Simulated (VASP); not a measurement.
OSZICAR of a VASP run on Ni3Al (L1_2):

OSZICAR:
```
       N       E                     dE             d eps       ncg     rms          rms(c)
DAV:   1     0.201419532466E+03    0.20142E+03   -0.14650E+04  1408   0.208E+03
DAV:   2    -0.470966521133E+01   -0.20613E+03   -0.19969E+03  1400   0.368E+02
DAV:   3    -0.151083589691E+02   -0.10399E+02   -0.95077E+01  1500   0.110E+02
DAV:   4    -0.153778503719E+02   -0.26949E+00   -0.26570E+00  1608   0.161E+01
DAV:   5    -0.153855726226E+02   -0.77223E-02   -0.77203E-02  1688   0.255E+00    0.176E+01
DAV:   6    -0.167230473802E+02   -0.13375E+01   -0.63509E+01  1556   0.130E+02    0.197E+01
DAV:   7    -0.120060648907E+02    0.47170E+01   -0.18682E+01  1544   0.710E+01    0.213E+00
DAV:   8    -0.119955666570E+02    0.10498E-01   -0.44079E-01  1512   0.537E+00    0.137E+00
DAV:   9    -0.119735361484E+02    0.22031E-01   -0.47070E-02  1856   0.317E+00    0.211E-01
DAV:  10    -0.119727741447E+02    0.76200E-03   -0.14132E-03  1528   0.380E-01    0.975E-02
DAV:  11    -0.119727618256E+02    0.12319E-04   -0.17663E-04  1928   0.141E-01    0.401E-02
DAV:  12    -0.119727577671E+02    0.40585E-05   -0.13000E-05  1536   0.462E-02    0.853E-03
DAV:  13    -0.119727574745E+02    0.29260E-06   -0.34194E-06  1680   0.155E-02    0.434E-03
DAV:  14    -0.119727574526E+02    0.21819E-07   -0.19874E-07  1124   0.518E-03
   1 F= -.11972757E+02 E0= -.11972612E+02  d E =-.435675E-03
```

Which electronic solver shows in the log?

It is blocked Davidson (ALGO = Normal, or the opening steps of other solvers). The INCAR had ALGO = Normal.

How was spin treated?

Without spin polarisation: there is no mag entry.

Can the final energy be trusted as converged?

Self-consistency was reached. It stopped with EDIFF = 1E-7, NELM = 100 (optB88-vdW, plane waves, VASP's PBE PAW potentials (set 64)).

The compound is Ni3Al in the L1_2 structure. This cell is one point of a volume scan, at 1.03 of the reference volume. The run is not spin-polarised, so no magnetic state was tried. The electron count is odd and the run is not spin-polarised, which forces a metal.
